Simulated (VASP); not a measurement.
**H2C18S: single point with PBEsol**

H2C18S, a slab with vacuum:

```
CELL_PARAMETERS angstrom
7.39800 0.00000 0.00000
-3.69900 6.40686 0.00000
0.00000 0.00000 12.00000
ATOMIC_POSITIONS crystal
C 0.00161 0.00764 0.06586
C 0.22524 0.12065 0.06581
C 0.00162 0.34105 0.06572
C 0.22525 0.45399 0.06576
C 0.00161 0.67433 0.06570
C 0.22520 0.78728 0.06579
C 0.33497 0.00769 0.06574
C 0.55859 0.12069 0.06550
C 0.33501 0.34104 0.06570
C 0.55859 0.45399 0.06553
C 0.33496 0.67434 0.06576
C 0.55859 0.78729 0.06570
C 0.66829 0.00766 0.06562
C 0.89189 0.12062 0.06577
C 0.66830 0.34105 0.06537
C 0.89189 0.45400 0.06552
C 0.66829 0.67432 0.06568
C 0.89187 0.78726 0.06578
S 0.71208 0.27542 0.38232
H 0.54340 0.12532 0.32771
H 0.84101 0.23054 0.32348
```

The cell was built by a generator and needn't be a form met in nature.

| Property | Result |
| --- | --- |
| Program | VASP 6.6.1 |
| Task | single point |
| Functional | PBEsol |
| Potentials or basis | VASP PAW PBE potentials, release 64 (C, S, H) |
| Cutoff | 520 eV |
| k mesh | 2 × 2 × 1 |
| Occupations | gaussian, width 0.05 eV |
| Spin | no spin polarisation |

| Quantity | Value |
| --- | --- |
| Largest force | 0.087 eV/Å |
| Band gap on the k mesh | 0.15 eV, direct |

Forces in eV/Å, atoms in the order of the input:
```
C    0.012 -0.016 -0.004
C   -0.003  0.012  0.000
C   -0.006 -0.002  0.000
C    0.010  0.002 -0.001
C   -0.004 -0.012 -0.001
C    0.002  0.015 -0.001
C    0.000 -0.011  0.003
C    0.001  0.015 -0.006
C   -0.001 -0.008  0.001
C    0.006  0.004  0.002
C   -0.002 -0.008 -0.006
C   -0.001  0.005  0.003
C   -0.013 -0.004  0.003
C   -0.003  0.009  0.007
C    0.006 -0.002  0.003
C   -0.008  0.006 -0.002
C    0.002 -0.016  0.004
C    0.004  0.007 -0.005
S    0.024 -0.062 -0.056
H    0.023  0.046  0.030
H   -0.046  0.020  0.026
```

Levels at points of the mesh, in eV from the valence-band top:
```
           k point  band 37  band 38  band 39  band 40  band 41  band 42  band 43  band 44
(0.00, 0.00, 0.00)    -2.76    -1.75    -0.01     0.00     0.15     0.15     3.00     3.86
(0.50, 0.00, 0.00)    -2.56    -2.56    -2.35    -1.75     1.81     2.51     2.52     2.63
(0.00, 0.50, 0.00)    -2.59    -2.59    -2.22    -1.75     1.60     2.57     2.58     2.61
(0.50, 0.50, 0.00)    -2.56    -2.55    -2.31    -1.75     1.75     2.50     2.50     2.65
```

Run time: 3.1 min on 1 thread of Intel(R) Xeon(R) Platinum 8488C (Sapphire Rapids), on a shared host, peak memory 0.62 GiB.

Caveat: the k mesh is coarse (spacing up to 0.49 Å⁻¹), so the values aren't converged; the PAW data sets were made with another functional, which shifts forces and pressure a little. A hybrid or GW would open this gap; PBEsol tends to underestimate it.
